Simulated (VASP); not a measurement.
Consider the following.

```yaml
crystal:
  lattice:
    - [1.57412, -2.72645, 0.00000]
    - [1.57412, 2.72645, 0.00000]
    - [0.00000, 0.00000, 3.55421]
  atoms:
    - { symbol: Zr, position: [0.00000, 0.00000, 0.00000] }
    - { symbol: B, position: [0.33333, 0.66667, 0.50000] }
    - { symbol: B, position: [0.66667, 0.33333, 0.50000] }
```

Calculation: MS2 meta-GGA, VASP's PBE PAW potentials (set 64) (plane waves; VASP). Settings: 520 eV cut-off, 13×13×10 Γ-centred mesh, tetrahedra with Blöchl corrections, potentials Zr_sv B.

**Question.** Give the energies of bands 6 to 12 at the high-symmetry points, in eV from the Fermi level.

**Answer.** 
| band | Γ | M | K | A | L | H |
|---|---|---|---|---|---|---|
| 6 | -3.02 | -9.23 | -8.43 | -7.33 | -7.63 | -9.39 |
| 7 | -3.02 | -4.21 | -7.34 | -1.43 | -4.99 | -5.41 |
| 8 | -2.93 | -3.50 | -2.70 | -1.43 | -4.40 | -2.89 |
| 9 | -2.67 | -2.90 | -2.70 | 0.49 | -2.21 | -2.89 |
| 10 | 3.40 | 2.19 | 1.41 | 0.49 | 3.51 | 3.89 |
| 11 | 3.40 | 2.23 | 1.41 | 0.62 | 4.30 | 5.97 |
| 12 | 3.94 | 4.86 | 3.01 | 0.62 | 5.35 | 5.97 |

It has no gap at this level: it comes out as a metal or semimetal.

The compound is ZrB2 in the AlB2 type structure. It was relaxed first.
